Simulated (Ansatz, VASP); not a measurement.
# HfTeSe in two plane-wave programs, part 2 of 2

Wanted: the spread between two codes on one cell, functional and k mesh. The cell is taken from a series of runs on this material, whose earlier steps may have relaxed, scaled, displaced or heated it; both programs get it as it stands.

VASP 6.6.1 and Ansatz 0.2.0.

So far: Starting point; Ansatz: zone-centre phonons, PBEsol.

## Step 3: VASP: zone-centre phonons, PBEsol

Level of this step: PBEsol; plane waves and PAW (Hf_pv, Se, Te) (VASP).

The same cell, functional, mesh and smearing now go to VASP, with its own data sets.

Lines of VASP's logs that name or quote its potential files are left out, and so is its time.

The input, INCAR:

```
SYSTEM = HfTeSe
PREC = Accurate
ENCUT = 500
EDIFF = 1E-08
NELM = 120
ISMEAR = 1
SIGMA = 0.2
LREAL = .FALSE.
ALGO = Normal
GGA = PS
NBANDS = 17
LASPH = .TRUE.
LORBIT = 11
LWAVE = .FALSE.
LCHARG = .FALSE.
ISIF = 2
IBRION = 8
GGA_COMPAT = .FALSE.
NELMDL = -8
KPAR = 2
```

The input, POSCAR:

```
HfTeSe
1.0
    3.8685490870      0.0000000000      0.0000000000
   -1.9342745435      3.3502617851      0.0000000000
    0.0000000000      0.0000000000     30.0000000000
Hf Se Te
1 1 1
Direct
    0.0000000000      0.0000000000      0.3365001386
    0.3333333333      0.6666666667      0.3846039964
    0.6666666667      0.3333333333      0.2755625318
```

The input, KPOINTS:

```
Automatic mesh
0
Gamma
12 12 1
0 0 0
```

PAW data sets: Hf_pv, Se and Te (PBE family, release 64).

Command:

```console
mpirun -np 2 vasp_std
```

Numbers of over 12 decimals in the logs are rounded to 6 here.

The log of the run:

```text
[banner, memory and clock lines left out]
running    2 mpi-ranks, on    1 nodes
 distrk:  each k-point on    1 cores,    2 groups
 distr:  one band on    1 cores,    1 groups

 POSCAR found type information on POSCAR HfSeTe
 POSCAR found :  3 types and       3 ions
|                                                                             |
|               ----> ADVICE to this user running VASP <----                  |
|                                                                             |
|     You enforced a specific xc type in the INCAR file but a different       |
|     [... a line on the potential file left out ...]
|     I HOPE YOU KNOW WHAT YOU ARE DOING!                                     |
|                                                                             |

 LDA part: xc-table for (Slater+PW92), standard interpolation
 POSCAR, INCAR and KPOINTS ok, starting setup
 FFT: planning ... GRIDC
 FFT: planning ... GRID_SOFT
 FFT: planning ... GRID
 WAVECAR not read
 entering main loop
       N       E                     dE             d eps       ncg     rms          rms(c)
DAV:   1     0.991856920566E+02    0.99186E+02   -0.86494E+03   798   0.869E+02
DAV:   2    -0.107123102341E+02   -0.10990E+03   -0.10657E+03   910   0.151E+02
DAV:   3    -0.219878673908E+02   -0.11276E+02   -0.11238E+02   925   0.483E+01
DAV:   4    -0.221902475187E+02   -0.20238E+00   -0.20211E+00   987   0.769E+00
DAV:   5    -0.221934845742E+02   -0.32371E-02   -0.32365E-02  1018   0.825E-01
DAV:   6    -0.221935264545E+02   -0.41880E-04   -0.41879E-04   996   0.798E-02
DAV:   7    -0.221935272985E+02   -0.84397E-06   -0.84348E-06  1011   0.106E-02
DAV:   8    -0.221935273117E+02   -0.13218E-07   -0.13288E-07  1012   0.121E-03    0.445E+01
DAV:   9    -0.211072771824E+02    0.10863E+01   -0.33732E+00   719   0.808E+00    0.319E+01
DAV:  10    -0.210472180079E+02    0.60059E-01   -0.16085E+00   843   0.678E+00    0.903E+00
DAV:  11    -0.209864561012E+02    0.60762E-01   -0.28214E-01   828   0.288E+00    0.141E+00
DAV:  12    -0.209839454797E+02    0.25106E-02   -0.35853E-02   897   0.985E-01    0.408E-01
DAV:  13    -0.209836523021E+02    0.29318E-03   -0.29069E-03   856   0.297E-01    0.173E-01
DAV:  14    -0.209834758577E+02    0.17644E-03   -0.37574E-04   937   0.983E-02    0.123E-01
[...]
DAV:  23    -0.209841395079E+02   -0.76411E-05   -0.15689E-07   897   0.115E-03    0.298E-04
DAV:  24    -0.209841468873E+02   -0.73794E-05   -0.21349E-07   769   0.108E-03    0.750E-04
DAV:  25    -0.209841506680E+02   -0.37807E-05   -0.88836E-08   788   0.647E-04    0.269E-04
DAV:  26    -0.209841518295E+02   -0.11615E-05   -0.94891E-09   737   0.273E-04    0.218E-04
DAV:  27    -0.209841527328E+02   -0.90324E-06   -0.16052E-08   643   0.303E-04    0.176E-04
DAV:  28    -0.209841528021E+02   -0.69297E-07    0.46120E-10   771   0.754E-05    0.124E-04
DAV:  29    -0.209841528755E+02   -0.73392E-07    0.44358E-10   627   0.582E-05    0.318E-05
DAV:  30    -0.209841528852E+02   -0.96809E-08    0.81403E-10   639   0.236E-05
   1 F= -.20984153E+02 E0= -.20984302E+02  d E =0.446716E-03
 Linear response reoptimize wavefunctions to high precision
DAV:   1    -0.209841528955E+02   -0.10366E-07    0.81159E-10   647   0.226E-05
DAV:   2    -0.209841528956E+02   -0.53660E-10    0.83862E-10   587   0.705E-06
 Linear response DOF=           6
 Linear response progress:
  Degree of freedom:   1/  6
       N       E                     dE             d eps       ncg     rms          rms(c)
RMM:   1    -0.217282131190E+00   -0.21728E+00    0.44343E+00  2677   0.131E+01
RMM:   2    -0.224492690102E+00   -0.72106E-02   -0.40926E-02  3841   0.129E+00    0.522E-01
RMM:   3    -0.224129488047E+00    0.36320E-03   -0.21870E-03  5460   0.223E-01    0.178E-01
RMM:   4    -0.223798759114E+00    0.33073E-03   -0.20312E-04  5490   0.712E-02    0.135E-01
RMM:   5    -0.223443584954E+00    0.35517E-03   -0.44974E-05  5255   0.424E-02    0.102E-02
RMM:   6    -0.223420160720E+00    0.23424E-04   -0.50010E-06  5830   0.117E-02    0.677E-03
RMM:   7    -0.223425664001E+00   -0.55033E-05   -0.11770E-06  5691   0.474E-03    0.646E-03
RMM:   8    -0.223424110717E+00    0.15533E-05    0.23045E-07  6099   0.149E-03    0.200E-03
RMM:   9    -0.223423642725E+00    0.46799E-06    0.35827E-07  6235   0.616E-04    0.107E-04
RMM:  10    -0.223423574381E+00    0.68345E-07    0.31048E-07  6311   0.262E-04    0.170E-04
RMM:  11    -0.223423631319E+00   -0.56938E-07    0.10481E-07  6258   0.125E-04    0.282E-05
RMM:  12    -0.223423607317E+00    0.24002E-07    0.13709E-07  5976   0.704E-05    0.487E-05
RMM:  13    -0.223423601649E+00    0.56679E-08    0.93074E-08  6114   0.423E-05    0.507E-05
 first order change of Fermi-energy  -0.41307E-03
 force on displaced ion       1 direction 1 :  -3.762   0.000   0.000
 Linear response progress:
  Degree of freedom:   2/  6
       N       E                     dE             d eps       ncg     rms          rms(c)
RMM:   1    -0.262361482491E+00   -0.26236E+00    0.46597E+00   692   0.133E+01
RMM:   2    -0.270805523297E+00   -0.84440E-02   -0.41287E-02   981   0.127E+00    0.512E-01
RMM:   3    -0.269933470219E+00    0.87205E-03   -0.27898E-03  1354   0.257E-01    0.226E-01
RMM:   4    -0.269551202959E+00    0.38227E-03   -0.31611E-04  1426   0.846E-02    0.176E-01
[...]
RMM:   1    -0.803783049991E-01   -0.80378E-01    0.92176E-02  6255   0.142E+00
RMM:   2    -0.809542891595E-01   -0.57598E-03   -0.28322E-03  4494   0.252E-01    0.388E-01
RMM:   3    -0.811440710314E-01   -0.18978E-03   -0.42604E-04  4480   0.975E-02    0.249E-01
RMM:   4    -0.816482896295E-01   -0.50422E-03   -0.27809E-04  4334   0.806E-02    0.315E-02
RMM:   5    -0.814905430280E-01    0.15775E-03   -0.24878E-05  4355   0.241E-02    0.183E-02
RMM:   6    -0.814783937725E-01    0.12149E-04   -0.33402E-06  4941   0.820E-03    0.652E-03
RMM:   7    -0.814938824744E-01   -0.15489E-04   -0.70409E-07  4421   0.370E-03    0.239E-03
RMM:   8    -0.814895994830E-01    0.42830E-05   -0.62172E-08  4836   0.116E-03    0.165E-03
RMM:   9    -0.814897519438E-01   -0.15246E-06    0.28181E-09  5050   0.356E-04    0.106E-03
RMM:  10    -0.814884422450E-01    0.13097E-05    0.11349E-08  4205   0.359E-04    0.484E-04
RMM:  11    -0.814881575455E-01    0.28470E-06   -0.35523E-09  4655   0.106E-04    0.539E-05
RMM:  12    -0.814881741199E-01   -0.16574E-07   -0.53234E-09  5436   0.385E-05    0.535E-05
RMM:  13    -0.814881907992E-01   -0.16679E-07   -0.36379E-09  4911   0.138E-05    0.964E-06
RMM:  14    -0.814881913887E-01   -0.58946E-09   -0.40687E-09  4703   0.805E-06    0.380E-06
 first order change of Fermi-energy   0.17834E-03
 force on displaced ion       2 direction 1 :  -4.435   0.000   0.001
 Linear response progress:
  Degree of freedom:   4/  6
       N       E                     dE             d eps       ncg     rms          rms(c)
RMM:   1    -0.114427334672E+00   -0.11443E+00    0.94647E-02  1589   0.138E+00
RMM:   2    -0.114568658904E+00   -0.14132E-03   -0.19993E-03  1152   0.208E-01    0.365E-01
RMM:   3    -0.114440763866E+00    0.12790E-03   -0.45446E-04  1179   0.925E-02    0.228E-01
RMM:   4    -0.114540357435E+00   -0.99594E-04   -0.13922E-04  1159   0.467E-02    0.250E-02
RMM:   5    -0.114507310335E+00    0.33047E-04   -0.99185E-06  1117   0.135E-02    0.130E-02
RMM:   6    -0.114487010212E+00    0.20300E-04   -0.10744E-06  1177   0.466E-03    0.755E-03
RMM:   7    -0.114476077867E+00    0.10932E-04   -0.37826E-07  1183   0.252E-03    0.118E-03
RMM:   8    -0.114481066855E+00   -0.49890E-05   -0.63041E-08  1128   0.952E-04    0.112E-03
RMM:   9    -0.114481924523E+00   -0.85767E-06   -0.32609E-08  1158   0.554E-04    0.248E-04
RMM:  10    -0.114480542255E+00    0.13823E-05   -0.24727E-09  1106   0.253E-04    0.194E-04
RMM:  11    -0.114480145136E+00    0.39712E-06   -0.16706E-08  1204   0.290E-04    0.210E-04
RMM:  12    -0.114480351122E+00   -0.20599E-06    0.27824E-10  1136   0.594E-05    0.110E-04
RMM:  13    -0.114480446651E+00   -0.95529E-07   -0.27152E-09  1258   0.146E-04    0.539E-05
RMM:  14    -0.114480429135E+00    0.17516E-07   -0.15858E-09  1232   0.417E-05    0.397E-05
RMM:  15    -0.114480414267E+00    0.14868E-07   -0.26805E-09  1254   0.451E-05    0.116E-05
RMM:  16    -0.114480447887E+00   -0.33620E-07   -0.28992E-09  1240   0.136E-05    0.153E-05
RMM:  17    -0.114480489249E+00   -0.41362E-07   -0.20264E-09  1236   0.253E-05    0.837E-06
RMM:  18    -0.114480498458E+00   -0.92089E-08    0.39857E-09  1202   0.104E-05    0.490E-06
 first order change of Fermi-energy  -0.10532E+01
 force on displaced ion       2 direction 3 :  -0.000  -0.000  -7.749
 Linear response progress:
  Degree of freedom:   5/  6
       N       E                     dE             d eps       ncg     rms          rms(c)
RMM:   1    -0.421386514026E-01   -0.42139E-01    0.37507E-02  6204   0.916E-01
RMM:   2    -0.431510474837E-01   -0.10124E-02   -0.18363E-03  4717   0.204E-01    0.253E-01
RMM:   3    -0.432457299774E-01   -0.94682E-04   -0.20575E-04  4415   0.731E-02    0.159E-01
RMM:   4    -0.434561242377E-01   -0.21039E-03   -0.81446E-05  4372   0.481E-02    0.105E-02
RMM:   5    -0.434305151492E-01    0.25609E-04   -0.51830E-06  4635   0.120E-02    0.652E-03
RMM:   6    -0.434174879803E-01    0.13027E-04   -0.88402E-07  4585   0.491E-03    0.229E-03
RMM:   7    -0.434182738976E-01   -0.78592E-06   -0.42047E-08  4871   0.144E-03    0.165E-03
RMM:   8    -0.434165772559E-01    0.16966E-05   -0.12024E-08  4599   0.561E-04    0.572E-04
RMM:   9    -0.434168137385E-01   -0.23648E-06   -0.39127E-08  4906   0.193E-04    0.280E-04
RMM:  10    -0.434168680990E-01   -0.54361E-07    0.60039E-09  4842   0.784E-05    0.774E-05
RMM:  11    -0.434168364913E-01    0.31608E-07    0.20470E-08  4934   0.262E-05    0.229E-05
RMM:  12    -0.434168183596E-01    0.18132E-07    0.10041E-09  4794   0.130E-05    0.463E-06
RMM:  13    -0.434168164321E-01    0.19275E-08   -0.32289E-09  5001   0.776E-06    0.136E-06
 first order change of Fermi-energy   0.22731E-03
 force on displaced ion       3 direction 1 :  -2.882  -0.000  -0.001
 Linear response progress:
  Degree of freedom:   6/  6
       N       E                     dE             d eps       ncg     rms          rms(c)
RMM:   1    -0.781602765720E-01   -0.78160E-01    0.57911E-02  1560   0.959E-01
RMM:   2    -0.784931142182E-01   -0.33284E-03   -0.23605E-03  1222   0.235E-01    0.464E-01
RMM:   3    -0.783987700355E-01    0.94344E-04   -0.29142E-04  1109   0.860E-02    0.280E-01
RMM:   4    -0.784456283238E-01   -0.46858E-04   -0.84143E-05  1103   0.429E-02    0.499E-02
RMM:   5    -0.784370839294E-01    0.85444E-05   -0.12930E-05  1117   0.180E-02    0.130E-02
RMM:   6    -0.784253503428E-01    0.11734E-04   -0.12227E-06  1149   0.584E-03    0.700E-03
RMM:   7    -0.784204071706E-01    0.49432E-05   -0.36971E-07  1192   0.271E-03    0.290E-03
RMM:   8    -0.784250071748E-01   -0.46000E-05   -0.35241E-08  1138   0.126E-03    0.214E-03
RMM:   9    -0.784258954999E-01   -0.88833E-06   -0.11685E-08  1230   0.440E-04    0.141E-03
RMM:  10    -0.784261150689E-01   -0.21957E-06   -0.72164E-10  1135   0.392E-04    0.464E-04
RMM:  11    -0.784273309791E-01   -0.12159E-05    0.33005E-09  1128   0.249E-04    0.215E-04
RMM:  12    -0.784276991830E-01   -0.36820E-06    0.53050E-09  1192   0.136E-04    0.161E-04
RMM:  13    -0.784287605329E-01   -0.10613E-05   -0.10473E-08  1253   0.323E-04    0.960E-05
RMM:  14    -0.784287983063E-01   -0.37773E-07    0.38468E-09  1248   0.699E-05    0.405E-05
RMM:  15    -0.784288556038E-01   -0.57298E-07   -0.97546E-09  1281   0.708E-05    0.377E-05
RMM:  16    -0.784288563156E-01   -0.71175E-09    0.22948E-08  1256   0.329E-05    0.381E-05
 first order change of Fermi-energy  -0.43112E+00
 force on displaced ion       3 direction 3 :   0.000  -0.000  -8.590
 Linear response finished
```

Parts of OUTCAR (step 3):

```text
ion  position               nearest neighbor table
   1  0.000  0.000  0.337-   2 2.66   2 2.66   2 2.66   3 2.89   3 2.89   3 2.89
   2  0.333  0.667  0.385-   1 2.66   1 2.66   1 2.66
   3  0.667  0.333  0.276-   1 2.89   1 2.89   1 2.89

  LATTYP: Found a hexagonal cell.
 ALAT       =     3.8685490870
 C/A-ratio  =     7.7548453762

 Subroutine GETGRP returns: Found  6 space group operations
 (whereof  6 operations were pure point group operations)

The static configuration has the point symmetry C_3v.

 Found     19 irreducible k-points:

   k-points           NKPTS =     19   k-points in BZ     NKDIM =     19   number of bands    NBANDS=     17

   dimension x,y,z NGX =    28 NGY =   28 NGZ =  224
   dimension x,y,z NGXF=    56 NGYF=   56 NGZF=  448

   ENCUT  =  500.0 eV  36.75 Ry    6.06 a.u.   7.05  7.05 54.70*2*pi/ulx,y,z

   NELECT =      22.0000    total number of electrons

 k-points in reciprocal lattice and weights: Automatic mesh
   0.00000000  0.00000000  0.00000000       0.007
   0.08333333  0.00000000  0.00000000       0.042
   0.16666667 -0.00000000  0.00000000       0.042
   0.25000000 -0.00000000  0.00000000       0.042
   0.33333333 -0.00000000  0.00000000       0.042
   0.41666667 -0.00000000  0.00000000       0.042
   0.50000000 -0.00000000  0.00000000       0.021
   0.08333333  0.08333333  0.00000000       0.042
   0.16666667  0.08333333  0.00000000       0.083
[...]
0.33333333  0.25000000  0.00000000       0.083
   0.33333333  0.33333333  0.00000000       0.014

 average (electrostatic) potential at core
       1 -46.0138       2 -60.9763       3 -96.5190

  Total       -1.0427202     -1.0427202     -0.0747150     -0.0000000      0.0000000     -0.0000000
  in kB       -4.2966526     -4.2966526     -0.3078721     -0.0000000      0.0000000     -0.0000000
  external PRESSURE =      -2.9670591 kB  Pullay stress =       0.0000000 kB

  energy-cutoff  :      500.00
  volume of cell :      388.82
      direct lattice vectors                 reciprocal lattice vectors
     3.868549087  0.000000000  0.000000000     0.258494846  0.149242069  0.000000000
    -1.934274543  3.350261785  0.000000000     0.000000000  0.298484138  0.000000000
     0.000000000  0.000000000 30.000000000     0.000000000  0.000000000  0.033333333

 POSITION                                       TOTAL-FORCE (eV/Angst)
 -----------------------------------------------------------------------------------
      0.00000      0.00000     10.09500         0.000000     -0.000000      0.015914
     -0.00000      2.23351     11.53812         0.000000     -0.000000     -0.029618
      1.93427      1.11675      8.26688        -0.000000      0.000000      0.013705
 -----------------------------------------------------------------------------------
    total drift:                                0.000000      0.000000      0.000365

 Eigenvectors and eigenvalues of the dynamical matrix
 ----------------------------------------------------

   1 f  =    6.037555 THz    37.935075 2PiTHz  201.391146 cm-1    24.969309 meV
             X         Y         Z           dx          dy          dz
      0.000000  0.000000 10.095004    -0.000000   -0.000000   -0.691607
     -0.000000  2.233508 11.538120    -0.000000    0.000000    0.656101
      1.934275  1.116754  8.266876     0.000000   -0.000000    0.302012

   2 f  =    4.769042 THz    29.964775 2PiTHz  159.078121 cm-1    19.723164 meV
             X         Y         Z           dx          dy          dz
      0.000000  0.000000 10.095004    -0.000000   -0.000000    0.241073
     -0.000000  2.233508 11.538120    -0.000000    0.000000    0.603851
      1.934275  1.116754  8.266876     0.000000    0.000000   -0.759768

   3 f  =    4.155777 THz    26.111515 2PiTHz  138.621790 cm-1    17.186904 meV
             X         Y         Z           dx          dy          dz
      0.000000  0.000000 10.095004     0.362454   -0.000002    0.000000
     -0.000000  2.233508 11.538120    -0.891393    0.000005   -0.000000
      1.934275  1.116754  8.266876     0.272114   -0.000001    0.000000

   4 f  =    4.155777 THz    26.111515 2PiTHz  138.621790 cm-1    17.186904 meV
             X         Y         Z           dx          dy          dz
      0.000000  0.000000 10.095004    -0.000002   -0.362454   -0.000000
     -0.000000  2.233508 11.538120     0.000005    0.891393    0.000000
      1.934275  1.116754  8.266876    -0.000001   -0.272114   -0.000000

   5 f  =    2.669804 THz    16.774875 2PiTHz   89.055083 cm-1    11.041418 meV
             X         Y         Z           dx          dy          dz
      0.000000  0.000000 10.095004     0.635918    0.000002   -0.000000
     -0.000000  2.233508 11.538120     0.023087    0.000000    0.000000
      1.934275  1.116754  8.266876    -0.771411   -0.000003   -0.000000

   6 f  =    2.669804 THz    16.774875 2PiTHz   89.055083 cm-1    11.041418 meV
             X         Y         Z           dx          dy          dz
      0.000000  0.000000 10.095004    -0.000002    0.635918   -0.000000
     -0.000000  2.233508 11.538120    -0.000000    0.023087   -0.000000
      1.934275  1.116754  8.266876     0.000003   -0.771411   -0.000000

   7 f/i=    0.001145 THz     0.007192 2PiTHz    0.038183 cm-1     0.004734 meV
             X         Y         Z           dx          dy          dz
      0.000000  0.000000 10.095004     0.000000    0.000000    0.680855
     -0.000000  2.233508 11.538120     0.000000    0.000000    0.452654
      1.934275  1.116754  8.266876     0.000000    0.000000    0.575796

   8 f/i=    0.002007 THz     0.012609 2PiTHz    0.066939 cm-1     0.008299 meV
             X         Y         Z           dx          dy          dz
      0.000000  0.000000 10.095004     0.025165    0.680883   -0.000000
     -0.000000  2.233508 11.538120     0.016718    0.452335   -0.000000
      1.934275  1.116754  8.266876     0.021246    0.574828   -0.000000

   9 f/i=    0.002007 THz     0.012609 2PiTHz    0.066939 cm-1     0.008299 meV
             X         Y         Z           dx          dy          dz
      0.000000  0.000000 10.095004    -0.680883    0.025165    0.000000
     -0.000000  2.233508 11.538120    -0.452335    0.016718    0.000000
      1.934275  1.116754  8.266876    -0.574828    0.021246    0.000000

 ELASTIC MODULI CONTR FROM IONIC RELAXATION (kBar)
 Direction    XX          YY          ZZ          XY          YZ          ZX
 --------------------------------------------------------------------------------
 XX         -82.1318    -50.7750   -117.7101      0.0000     42.6708     -0.0000
 YY         -50.7750    -82.1318   -117.7101      0.0000    -42.6708     -0.0000
 ZZ        -117.7101   -117.7101   -214.0540      0.0000     -0.0000     -0.0000
 XY           0.0000      0.0000      0.0000    -15.6784      0.0000     39.1978
 YZ          42.6708    -42.6708     -0.0000      0.0000   -120.8048     -0.0000
 ZX          -0.0000     -0.0000     -0.0000     39.1978     -0.0000    -99.5233
 --------------------------------------------------------------------------------
```

Harder data sets than Hf_pv exist (the GW ones), and pressures, volumes and forces can shift noticeably with them.

## Step 4: Differences

Known differences besides the potentials themselves: Ansatz cuts the interaction across the vacuum, VASP repeats the sheet without a dipole correction; the data sets hold 58 valence electrons in Ansatz (on its PAW soft_1 files) and 22 in VASP; the cutoff is 420 eV in Ansatz and 500 eV in VASP; Ansatz makes its cores anew for this functional, VASP keeps those of its PBE data sets. Total energies have different zeros and are not compared.

Both answers:

| quantity | Ansatz | VASP | difference |
| --- | --- | --- | --- |
| optical mode 1 to 2 (cm⁻¹) | 89.6 | 89.1 | +0.63 % |
| optical mode 3 to 4 (cm⁻¹) | 138.9 | 138.6 | +0.22 % |
| optical mode 5 (cm⁻¹) | 158.9 | 159.1 | -0.11 % |
| optical mode 6 (cm⁻¹) | 201.5 | 201.4 | +0.06 % |

Modes are paired by rising frequency, not by their patterns, so a pair may set unlike modes beside each other; they are those without the splitting of longitudinal modes. Where the cell holds vacuum, a pressure given here is an average over it and none of the material.

## Step 5: Results

- r.m.s. difference of the optical zone-centre modes, each program's sorted by frequency (zone-centre phonons, PBEsol): 0.38 cm⁻¹
- difference in optical mode 1 to 2 (zone-centre phonons, PBEsol): +0.6 %

What this shows: The r.m.s. difference of the optical zone-centre modes, each program's sorted by frequency is 0.38 cm⁻¹ (zone-centre phonons, PBEsol). The data sets hold unlike numbers of valence electrons (58 in Ansatz and 22 in VASP), so part of the differences may come from the potentials. Among the rows given in per cent, the largest difference of the zone-centre phonons, PBEsol pair is in optical mode 1 to 2, +0.6 %. Such differences can come from data sets, numerical settings and the points named under the comparisons, not from the functional's error against experiment.

[Lines on the potential files, build, host, timing and source positions are cut from VASP's logs without a mark.]

[Logs are printed without paths, hosts, clocks, repeated set-up lines and the standing remarks that a program may print on its own settings, such as how far it seeks lower states.]

[Hosts, paths, dates, database ids (printed as entryN), source tags and the programs' standing remarks are cut or masked in the printed files.]
